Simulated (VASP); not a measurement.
# What spin-orbit coupling changes in MgAu, part 3 of 3

Aim: run bands, DOS and a relaxation of MgAu twice, without and with spin-orbit coupling. All runs use PBEsol. Left out of this account: 1 further run (self-consistent run: a reference on another mesh). The start is a cell from a database of measured crystal structures.

VASP 6.6.1, plane waves and PAW; the level of theory is named at each step.

Still holding for the runs below: This run has no spin polarisation. Its electron count is odd, so without a moment it is a metal by construction.

So far. Step 3 (Band structure (PBEsol + SOC)): Of the bands kept, 6 cross the Fermi level on this path (spinor bands, one electron each). Step 4 (Density of states (PBEsol)): Of the states within 0.3 eV of the Fermi level, the largest shares in the PAW spheres are Au d 18 %, Au p 17 % and Au s 7 %. The rest lies in smaller channels or between the spheres.

The database entry behind the starting cell differs from later determinations by our own check (0.1 to 0.3 % short, probably kX units), so it need not match the best structure at ambient conditions.

**5. Total and projected DOS (PBEsol + SOC)**

This step: PBEsol, spin-orbit coupling; plane waves and PAW (Mg, Au) (VASP 6.6.1).

Here the states are counted by energy and projected on the atoms.

INCAR

```
SYSTEM = MgAu
PREC = Accurate
ENCUT = 400
EDIFF = 1E-06
NELM = 100
ISMEAR = -5
SIGMA = 0.05
LREAL = .FALSE.
ALGO = Normal
GGA = PS
LNONCOLLINEAR = .TRUE.
MAGMOM = 0 0 0 0 0 0
NBANDS = 24
GGA_COMPAT = .FALSE.
LASPH = .TRUE.
LSORBIT = .TRUE.
LMAXMIX = 4
LORBIT = 11
LWAVE = .FALSE.
LCHARG = .FALSE.
KPAR = 2
NEDOS = 2001
```

POSCAR

```
MgAu
1.0
    3.2590000000      0.0000000000      0.0000000000
    0.0000000000      3.2590000000      0.0000000000
    0.0000000000      0.0000000000      3.2590000000
Mg Au
1 1
Direct
    0.5000000000      0.5000000000      0.5000000000
    0.0000000000      0.0000000000      0.0000000000
```

KPOINTS

```
Automatic mesh
0
Gamma
10 10 10
0 0 0
```

The projector-augmented-wave data sets are Mg and Au (PBE family, release 64).

Launch:

```console
$ mpirun -np 2 vasp_ncl
```

Log:

```text
[... set-up lines as in an earlier step ...]
 entering main loop
       N       E                     dE             d eps       ncg     rms          rms(c)
DAV:   1     0.491956437656E+02    0.49196E+02   -0.49753E+03  2744   0.768E+02
DAV:   2    -0.664195667082E+01   -0.55838E+02   -0.52693E+02  3216   0.181E+02
DAV:   3    -0.780888291252E+01   -0.11669E+01   -0.11613E+01  3280   0.249E+01
DAV:   4    -0.781436834360E+01   -0.54854E-02   -0.54851E-02  2976   0.197E+00
DAV:   5    -0.781443142410E+01   -0.63081E-04   -0.63081E-04  3272   0.220E-01    0.665E+00
DAV:   6    -0.718486164970E+01    0.62957E+00   -0.21626E+00  2920   0.152E+01    0.372E+00
DAV:   7    -0.715935778912E+01    0.25504E-01   -0.36164E-02  2888   0.181E+00    0.213E+00
DAV:   8    -0.714705641625E+01    0.12301E-01   -0.27977E-03  3232   0.387E-01    0.119E+00
DAV:   9    -0.714465457407E+01    0.24018E-02   -0.96803E-04  3120   0.252E-01    0.679E-02
DAV:  10    -0.714465619165E+01   -0.16176E-05   -0.42682E-05  3096   0.632E-02    0.292E-02
DAV:  11    -0.714465188274E+01    0.43089E-05   -0.64186E-06  3064   0.256E-02    0.385E-03
DAV:  12    -0.714465193752E+01   -0.54781E-07   -0.72049E-08  1600   0.264E-03
   1 F= -.71446519E+01 E0= -.71446519E+01  d E =0.000000E+00  mag=     0.0000    -0.0000    -0.0000
 [... a notice as in an earlier step ...]
```

It took 13 s on 2 MPI ranks of Intel Xeon 6975P-C (Granite Rapids), shared host; peak memory 0.43 GiB; 25 s of CPU time.

Parts of OUTCAR (step 5):

```text
   NELECT =      13.0000    total number of electrons

 E-fermi :   6.6732

 k-point     1 :       0.0000    0.0000    0.0000
  band No.  band energies     occupation
    ...
      8       2.6166      1.00000
      9       2.6166      1.00000
     10       2.6166      1.00000
     11       3.3266      1.00000
     12       3.3266      1.00000
     13      11.3578      0.00000
     14      11.3578      0.00000
     15      12.4765      0.00000
     16      12.4765      0.00000
     17      12.4765      0.00000
    ...

  Total       -0.2030452     -0.2030452     -0.2030452      0.0000000      0.0000000     -0.0000000
  in kB       -9.3983183     -9.3983183     -9.3983183      0.0000000      0.0000000     -0.0000000
  external PRESSURE =      -9.3983183 kB  Pullay stress =       0.0000000 kB

  FREE ENERGIE OF THE ION-ELECTRON SYSTEM (eV)
  ---------------------------------------------------
  free  energy   TOTEN  =        -7.1446519375 eV

  energy  without entropy=       -7.1446519375  energy(sigma->0) =       -7.14465194

 Spin-Orbit-Coupling matrix elements
 Ion:    1  E_soc:     -0.0000139
 Ion:    2  E_soc:     -0.5862612

 magnetization (x)
# of ion       s       p       d       tot
------------------------------------------
    1        0.000  -0.000   0.000  -0.000
    2        0.000   0.000   0.000   0.000
--------------------------------------------------
tot          0.000  -0.000   0.000   0.000

 magnetization (y)
# of ion       s       p       d       tot
------------------------------------------
    1        0.000  -0.000   0.000   0.000
    2        0.000   0.000   0.000   0.000
--------------------------------------------------
tot          0.000  -0.000   0.000   0.000

 magnetization (z)
# of ion       s       p       d       tot
------------------------------------------
    1       -0.000   0.000   0.000  -0.000
    2        0.000   0.000  -0.000   0.000
--------------------------------------------------
tot         -0.000   0.000  -0.000  -0.000

[... 9 parts as in an earlier step ...]

[... 9 further parts left out ...]
```

Numbers from this step:

```
SCF cycles             : 12
bands                  : 24
free energy (TOTEN)    : -7.145 eV
Fermi energy           : 6.673 eV
pressure               : -0.9398 GPa
DOS at the Fermi level : 0.5720 states/eV/cell
```

On-site spin-orbit energy by atom:

| atom | on-site spin-orbit energy (eV) |
| --- | --- |
| Mg1 | 0.000 |
| Au2 | -0.586 |

The density of states has structure finer than the step of the table below, so its rows give means over 0.5 eV, whole bins alone (the curve runs from -10.2 to 4.69 eV). Peaks (eV: height): total -6.25: 4.58, -5.88: 15.8, -4.55: 7.44, -4.11: 6.34; Au d -6.25: 3.19, -5.88: 13.1, -4.49: 5.77, -4.11: 5.45; Au p -4.55: 0.115, 0.98: 0.113, 2.43: 0.147, 4.00: 0.119; Au s -6.38: 0.199, -5.94: 0.147, -5.37: 0.162, -4.99: 0.132.

States under -10.2 eV and over 4.7 eV are left out. Table of density of states by energy, zero at the Fermi level; means over each step; values in states/eV/cell:

| energy (eV) | total | Au d | Au p | Au s |
| --- | --- | --- | --- | --- |
| -9.5 | 0 | 0 | 0 | 0 |
| -9.0 | 0.0371 | 3.3e-5 | 2.1e-4 | 0.0123 |
| -8.5 | 0.150 | 0.00123 | 0.00191 | 0.0484 |
| -8.0 | 0.235 | 0.00725 | 0.00473 | 0.0722 |
| -7.5 | 0.348 | 0.0301 | 0.00856 | 0.0986 |
| -7.0 | 0.606 | 0.126 | 0.0139 | 0.146 |
| -6.5 | 1.94 | 1.07 | 0.0272 | 0.170 |
| -6.0 | 4.96 | 3.96 | 0.0289 | 0.0755 |
| -5.5 | 1.78 | 1.30 | 0.0317 | 0.0659 |
| -5.0 | 1.76 | 1.19 | 0.0286 | 0.101 |
| -4.5 | 3.72 | 2.92 | 0.0551 | 0.0536 |
| -4.0 | 3.91 | 3.26 | 0.0524 | 0.0413 |
| -3.5 | 2.60 | 2.08 | 0.0563 | 0.0580 |
| -3.0 | 0.701 | 0.391 | 0.0387 | 0.0642 |
| -2.5 | 0.519 | 0.225 | 0.0337 | 0.0811 |
| -2.0 | 0.599 | 0.240 | 0.0473 | 0.0936 |
| -1.5 | 0.573 | 0.181 | 0.0668 | 0.0691 |
| -1.0 | 0.605 | 0.140 | 0.0924 | 0.0525 |
| -0.5 | 0.625 | 0.129 | 0.105 | 0.0478 |
| 0.0 | 0.571 | 0.113 | 0.0995 | 0.0443 |
| 0.5 | 0.544 | 0.0991 | 0.0998 | 0.0426 |
| 1.0 | 0.584 | 0.0938 | 0.110 | 0.0521 |
| 1.5 | 0.493 | 0.0730 | 0.0915 | 0.0504 |
| 2.0 | 0.469 | 0.0642 | 0.0848 | 0.0550 |
| 2.5 | 0.672 | 0.0819 | 0.130 | 0.0724 |
| 3.0 | 0.564 | 0.0699 | 0.104 | 0.0622 |
| 3.5 | 0.576 | 0.0657 | 0.106 | 0.0600 |
| 4.0 | 0.531 | 0.0552 | 0.0939 | 0.0580 |

The DOS at the Fermi level goes from 0.557 to 0.572 states/eV/cell, a number that is sensitive to the mesh. The run took 3.0 times the core time, with 24 spinor bands against 18. Of the states within 0.3 eV of the Fermi level, the largest shares in the PAW spheres are Au d 20 %, Au p 17 % and Au s 8 %. The rest lies in smaller channels or between the spheres.

**6. Full relaxation (PBEsol)**

This step: PBEsol; plane waves and PAW (Mg, Au) (VASP 6.6.1).

Last, the cell itself: ISIF = 3 frees volume, shape and positions, first without the coupling.

INCAR

```
SYSTEM = MgAu
PREC = Accurate
ENCUT = 400
EDIFF = 1E-06
NELM = 100
ISMEAR = -1
SIGMA = 0.05
LREAL = .FALSE.
ALGO = Normal
GGA = PS
NBANDS = 12
LASPH = .TRUE.
LORBIT = 11
LWAVE = .FALSE.
LCHARG = .FALSE.
KPAR = 2
IBRION = 2
NSW = 60
ISIF = 3
EDIFFG = -0.01
```

POSCAR is that of step 5.

KPOINTS is that of step 5.

Launch:

```console
$ mpirun -np 2 vasp_std
```

Log:

```text
[... set-up lines as in an earlier step ...]
 entering main loop
       N       E                     dE             d eps       ncg     rms          rms(c)
DAV:   1     0.371288864785E+02    0.37129E+02   -0.49274E+03  1488   0.717E+02
DAV:   2    -0.683966644140E+01   -0.43969E+02   -0.41169E+02  1536   0.155E+02
DAV:   3    -0.750893231320E+01   -0.66927E+00   -0.66799E+00  1576   0.179E+01
DAV:   4    -0.751120879074E+01   -0.22765E-02   -0.22764E-02  1500   0.129E+00
DAV:   5    -0.751122970367E+01   -0.20913E-04   -0.20913E-04  1592   0.129E-01    0.583E+00
DAV:   6    -0.690888772551E+01    0.60234E+00   -0.28909E+00  1412   0.144E+01    0.277E+00
DAV:   7    -0.688417502006E+01    0.24713E-01   -0.26264E-02  1428   0.157E+00    0.154E+00
DAV:   8    -0.686993086008E+01    0.14244E-01   -0.65599E-03  1480   0.577E-01    0.969E-02
DAV:   9    -0.686989683965E+01    0.34020E-04   -0.19203E-04  1560   0.108E-01    0.446E-02
DAV:  10    -0.686989681131E+01    0.28333E-07   -0.55420E-06  1512   0.234E-02
   1 F= -.68698968E+01 E0= -.68679512E+01  d E =-.686990E+01
 curvature:   0.00 expect dE= 0.000E+00 dE for cont linesearch  0.000E+00
 trial: gam= 0.00000 g(F)=  0.000E+00 g(S)=  0.515E-03 ort = 0.000E+00 (trialstep = 0.100E+01)
 search vector abs. value=  0.515E-03
 bond charge predicted
       N       E                     dE             d eps       ncg     rms          rms(c)
DAV:   1    -0.687629567534E+01   -0.63988E-02   -0.96091E-02  1400   0.299E+00    0.494E-01
DAV:   2    -0.687010283936E+01    0.61928E-02   -0.27094E-02  1400   0.145E+00    0.147E-01
DAV:   3    -0.687005222334E+01    0.50616E-04   -0.15838E-04  1412   0.110E-01    0.899E-02
DAV:   4    -0.687003172010E+01    0.20503E-04   -0.62547E-05  1440   0.363E-02    0.657E-03
DAV:   5    -0.687003201925E+01   -0.29915E-06   -0.16385E-06  1288   0.993E-03
   2 F= -.68700320E+01 E0= -.68680758E+01  d E =-.135208E-03
 trial-energy change:   -0.000135  1 .order   -0.000148   -0.000515    0.000220
 step:   0.6786(harm=  0.7005)  dis= 0.00000  next Energy=    -6.870068 (dE=-0.171E-03)
 bond charge predicted
       N       E                     dE             d eps       ncg     rms          rms(c)
DAV:   1    -0.687071634923E+01   -0.68463E-03   -0.99380E-03  1392   0.963E-01    0.160E-01
DAV:   2    -0.687008326006E+01    0.63309E-03   -0.27271E-03  1384   0.462E-01    0.489E-02
DAV:   3    -0.687007674723E+01    0.65128E-05   -0.16193E-05  1416   0.350E-02    0.305E-02
DAV:   4    -0.687007275175E+01    0.39955E-05   -0.63841E-06  1424   0.116E-02    0.207E-03
DAV:   5    -0.687007272712E+01    0.24627E-07   -0.17312E-07   772   0.333E-03
   3 F= -.68700727E+01 E0= -.68681201E+01  d E =-.175916E-03
 curvature:  -0.35 expect dE=-0.156E-06 dE for cont linesearch -0.156E-06
 trial: gam= 0.00000 g(F)=  0.389E-65 g(S)=  0.449E-06 ort =-0.152E-04 (trialstep = 0.936E+00)
 search vector abs. value=  0.449E-06
 reached required accuracy - stopping structural energy minimisation
```

The job ended after 5.8 s (2 MPI ranks; peak memory 0.28 GiB; 10 s of CPU time).

Parts of OUTCAR (step 6):

```text
   k-points           NKPTS =     56   k-points in BZ     NKDIM =     56   number of bands    NBANDS=     12

   NELECT =      13.0000    total number of electrons

 E-fermi :   6.8122

 k-point     1 :       0.0000    0.0000    0.0000
  band No.  band energies     occupation
    ...
      2       0.9557      2.00000
      3       0.9557      2.00000
      4       2.7444      2.00000
      5       2.7444      2.00000
      6       2.7444      2.00000
      7      12.2098      0.00000
      8      12.2098      0.00000
      9      12.2098      0.00000
     10      15.7267      0.00000
     11      15.7267      0.00000
    ...

  Total        0.0024898      0.0024898      0.0024898     -0.0000000     -0.0000000      0.0000000
  in kB        0.1157239      0.1157239      0.1157239     -0.0000000     -0.0000000      0.0000000
  external PRESSURE =       0.1157239 kB  Pullay stress =       0.0000000 kB

 POSITION                                       TOTAL-FORCE (eV/Angst)
 -----------------------------------------------------------------------------------
      1.62725      1.62725      1.62725         0.000000      0.000000      0.000000
      0.00000      0.00000      0.00000        -0.000000     -0.000000     -0.000000
 -----------------------------------------------------------------------------------
    total drift:                                0.000000      0.000000      0.000000

  FREE ENERGIE OF THE ION-ELECTRON SYSTEM (eV)
  ---------------------------------------------------
  free  energy   TOTEN  =        -6.8700727271 eV

  energy  without entropy=       -6.8661674018  energy(sigma->0) =       -6.86812006

 reached required accuracy - stopping structural energy minimisation

[... 6 parts as in an earlier step ...]

[... 10 further parts left out ...]
```

The run keeps the 48 symmetry operations of its start, so it cannot find a distortion of lower symmetry.

The steps of the relaxation:

| step | energy less that of the first step (eV) | largest force (eV/Å) | pressure (GPa) | volume (Å³) |
| --- | --- | --- | --- | --- |
| 1 | 0.0000 | 0.0000 | -0.39 | 34.61 |
| 2 | -0.0001 | 0.0000 | 0.17 | 34.40 |
| 3 | -0.0002 | 0.0000 | 0.01 | 34.47 |

| conventional cell, symmetrised | before | after | change |
| --- | --- | --- | --- |
| a (Å) | 3.259 | 3.254 | -0.1 % |
| b (Å) | 3.259 | 3.254 | -0.1 % |
| c (Å) | 3.259 | 3.254 | -0.1 % |
| volume (Å³/atom) | 17.31 | 17.24 | -0.4 % |

The relaxed structure:

```xyz
2
Lattice="3.2545 0.0000 0.0000 0.0000 3.2545 0.0000 0.0000 0.0000 3.2545" Properties=species:S:1:pos:R:3 pbc="T T T"
Mg    1.6272    1.6272    1.6272
Au    0.0000    0.0000    0.0000
```

Numbers from this step:

| Property | Result |
| --- | --- |
| bands | 12 |
| free energy (TOTEN) | -6.870 eV |
| energy at zero smearing | -6.868 eV |
| Fermi energy | 6.812 eV |
| pressure | 0.01157 GPa |
| SCF cycles over all ionic steps | 20 |

It ends with forces that vanish by symmetry and a pressure of 0.01 GPa.

**7. Full relaxation (PBEsol + SOC)**

This step: PBEsol, spin-orbit coupling; plane waves and PAW (Mg, Au) (VASP 6.6.1).

The same relaxation with spinors and spin-orbit coupling.

Changes to INCAR since step 6:

```diff
@@ -10,4 +10,9 @@
 GGA = PS
-NBANDS = 12
+LNONCOLLINEAR = .TRUE.
+MAGMOM = 0 0 0 0 0 0
+NBANDS = 24
+GGA_COMPAT = .FALSE.
 LASPH = .TRUE.
+LSORBIT = .TRUE.
+LMAXMIX = 4
 LORBIT = 11
```

POSCAR is that of step 6.

KPOINTS is that of step 6.

Launch:

```console
$ mpirun -np 2 vasp_ncl
```

Log:

```text
[... set-up lines as in an earlier step ...]
 entering main loop
       N       E                     dE             d eps       ncg     rms          rms(c)
[... 12 cycles as in an earlier step ...]
   1 F= -.71556835E+01 E0= -.71534733E+01  d E =-.715568E+01  mag=    -0.0000     0.0000     0.0000
 curvature:   0.00 expect dE= 0.000E+00 dE for cont linesearch  0.000E+00
 trial: gam= 0.00000 g(F)=  0.000E+00 g(S)=  0.271E-02 ort = 0.000E+00 (trialstep = 0.100E+01)
 search vector abs. value=  0.271E-02
 bond charge predicted
       N       E                     dE             d eps       ncg     rms          rms(c)
DAV:   1    -0.718962693596E+01   -0.33943E-01   -0.43342E-01  2744   0.697E+00    0.115E+00
DAV:   2    -0.715678688811E+01    0.32840E-01   -0.10191E-01  2736   0.345E+00    0.550E-01
DAV:   3    -0.715653571854E+01    0.25117E-03   -0.13597E-03  2888   0.292E-01    0.309E-01
DAV:   4    -0.715645300018E+01    0.82718E-04   -0.42707E-05  3048   0.354E-02    0.150E-01
DAV:   5    -0.715640671862E+01    0.46282E-04   -0.14338E-04  2888   0.628E-02    0.948E-03
DAV:   6    -0.715640805143E+01   -0.13328E-05   -0.77974E-06  2992   0.256E-02    0.708E-03
DAV:   7    -0.715640795934E+01    0.92091E-07   -0.12288E-06  2264   0.116E-02
   2 F= -.71564080E+01 E0= -.71541969E+01  d E =-.724475E-03  mag=     0.0000    -0.0000    -0.0000
 trial-energy change:   -0.000724  1 .order   -0.000690   -0.002708    0.001328
 step:   0.6821(harm=  0.6709)  dis= 0.00000  next Energy=    -7.156618 (dE=-0.934E-03)
 bond charge predicted
       N       E                     dE             d eps       ncg     rms          rms(c)
DAV:   1    -0.715994634624E+01   -0.35383E-02   -0.43800E-02  2744   0.222E+00    0.374E-01
DAV:   2    -0.715666159201E+01    0.32848E-02   -0.99390E-03  2752   0.108E+00    0.177E-01
DAV:   3    -0.715663409788E+01    0.27494E-04   -0.13817E-04  2888   0.920E-02    0.103E-01
DAV:   4    -0.715662443535E+01    0.96625E-05   -0.42948E-06  3000   0.113E-02    0.532E-02
DAV:   5    -0.715661686594E+01    0.75694E-05   -0.14000E-05  2928   0.196E-02    0.267E-03
DAV:   6    -0.715661690056E+01   -0.34616E-07   -0.78176E-07  2200   0.819E-03
   3 F= -.71566169E+01 E0= -.71544048E+01  d E =-.933416E-03  mag=    -0.0000     0.0000     0.0000
 curvature:  -0.34 expect dE=-0.385E-06 dE for cont linesearch -0.385E-06
 trial: gam=-0.02017 g(F)=  0.309E-67 g(S)=  0.115E-05 ort = 0.558E-04 (trialstep = 0.936E+00)
 search vector abs. value=  0.587E-09
 reached required accuracy - stopping structural energy minimisation
```

Run time: 26 s. Hardware: 2 MPI ranks; peak memory 0.45 GiB; 49 s of CPU time.

From OUTCAR (step 7):

```text
   NELECT =      13.0000    total number of electrons

 E-fermi :   6.8575

 k-point     1 :       0.0000    0.0000    0.0000
  band No.  band energies     occupation
    ...
      8       2.7002      1.00000
      9       2.7002      1.00000
     10       2.7002      1.00000
     11       3.4161      1.00000
     12       3.4161      1.00000
     13      11.4843      0.00000
     14      11.4843      0.00000
     15      12.6121      0.00000
     16      12.6121      0.00000
     17      12.6121      0.00000
    ...

  Total       -0.0039832     -0.0039832     -0.0039832      0.0000000     -0.0000000     -0.0000000
  in kB       -0.1861412     -0.1861412     -0.1861412      0.0000000     -0.0000000     -0.0000000
  external PRESSURE =      -0.1861412 kB  Pullay stress =       0.0000000 kB

 POSITION                                       TOTAL-FORCE (eV/Angst)
 -----------------------------------------------------------------------------------
      1.62431      1.62431      1.62431         0.000000     -0.000000      0.000000
      0.00000      0.00000      0.00000        -0.000000      0.000000      0.000000
 -----------------------------------------------------------------------------------
    total drift:                                0.000000      0.000000      0.000000

  FREE ENERGIE OF THE ION-ELECTRON SYSTEM (eV)
  ---------------------------------------------------
  free  energy   TOTEN  =        -7.1566169006 eV

  energy  without entropy=       -7.1521926414  energy(sigma->0) =       -7.15440477

 Spin-Orbit-Coupling matrix elements
 Ion:    1  E_soc:     -0.0000335
 Ion:    2  E_soc:     -0.5850431

 magnetization (x)
# of ion       s       p       d       tot
------------------------------------------
    1        0.000   0.000  -0.000   0.000
    2        0.000  -0.000   0.000  -0.000
--------------------------------------------------
tot          0.000   0.000  -0.000   0.000

 magnetization (y)
# of ion       s       p       d       tot
------------------------------------------
    1        0.000   0.000  -0.000   0.000
    2        0.000   0.000  -0.000   0.000
--------------------------------------------------
tot          0.000   0.000  -0.000   0.000

 magnetization (z)
# of ion       s       p       d       tot
------------------------------------------
    1        0.000   0.000   0.000   0.000
    2        0.000  -0.000  -0.000  -0.000
--------------------------------------------------
tot          0.000   0.000  -0.000   0.000

[... 8 parts as in an earlier step ...]

[... 10 further parts left out ...]
```

The steps of the relaxation:

| step | energy less that of the first step (eV) | largest force (eV/Å) | pressure (GPa) | volume (Å³) |
| --- | --- | --- | --- | --- |
| 1 | 0.0000 | 0.0000 | -0.90 | 34.61 |
| 2 | -0.0007 | 0.0000 | 0.45 | 34.13 |
| 3 | -0.0009 | 0.0000 | -0.02 | 34.28 |

| conventional cell, symmetrised | before | after | change |
| --- | --- | --- | --- |
| a (Å) | 3.259 | 3.249 | -0.3 % |
| b (Å) | 3.259 | 3.249 | -0.3 % |
| c (Å) | 3.259 | 3.249 | -0.3 % |
| volume (Å³/atom) | 17.31 | 17.14 | -1.0 % |

The relaxed structure:

```cif
data_structure
_symmetry_space_group_name_H-M 'P 1'
_symmetry_Int_Tables_number 1
_cell_length_a 3.2486
_cell_length_b 3.2486
_cell_length_c 3.2486
_cell_angle_alpha 90.000
_cell_angle_beta 90.000
_cell_angle_gamma 90.000
_cell_volume 34.28
loop_
_atom_site_label
_atom_site_type_symbol
_atom_site_fract_x
_atom_site_fract_y
_atom_site_fract_z
_atom_site_occupancy
Mg1 Mg 0.50000 0.50000 0.50000 1
Au2 Au 0.00000 0.00000 0.00000 1
```

Numbers from this step:

* bands: 24
* free energy (TOTEN): -7.157 eV
* energy at zero smearing: -7.154 eV
* Fermi energy: 6.857 eV
* pressure: -0.01861 GPa
* SCF cycles over all ionic steps: 25

On-site spin-orbit energy by atom:

| atom | on-site spin-orbit energy (eV) |
| --- | --- |
| Mg1 | 0.000 |
| Au2 | -0.585 |

The cell ends at 17.14 Å³/atom, -0.5 % from the run without the coupling. The run took 4.5 times the core time, with 24 spinor bands against 12.

The cell shrank by 1.0 % in volume.

**8. The runs together**

| quantity | without | with spin-orbit coupling |
| --- | --- | --- |
| gap (eV) | none | none |
| core minutes, bands | 0.22 | 0.73 |
| DOS at the Fermi level (states/eV/cell) | 0.557 | 0.572 |
| core minutes, DOS | 0.15 | 0.45 |
| relaxed volume (Å³/atom) | 17.24 | 17.14 |
| core minutes, relaxation | 0.19 | 0.87 |

**9. What came out**

```yaml
gap_ev_without_with: none → none
dos_at_the_fermi_level_states_ev_cell_without_with: 0.557 → 0.572
relaxed_volume_a3_atom_without_with: 17.24 → 17.14
```

In words: MgAu has no gap with or without spin-orbit coupling. The relaxed volume moves by -0.5 %. The spinor runs cost 3.0 to 4.5 times as much, on a shared host. With an odd electron count and no spin the cell is a metal by construction.

[Lines on the potential files, build, host, timing and source positions are cut from VASP's logs without a mark.]

[Logs are printed without paths, hosts, clocks, repeated set-up lines and the standing remarks that a program may print on its own settings, such as how far it seeks lower states.]

[Hosts, paths, dates, database ids (printed as entryN), source tags and the programs' standing remarks are cut or masked in the printed files.]

[A measured line is paired with the nearest computed mode of its activity, which favours agreement.]
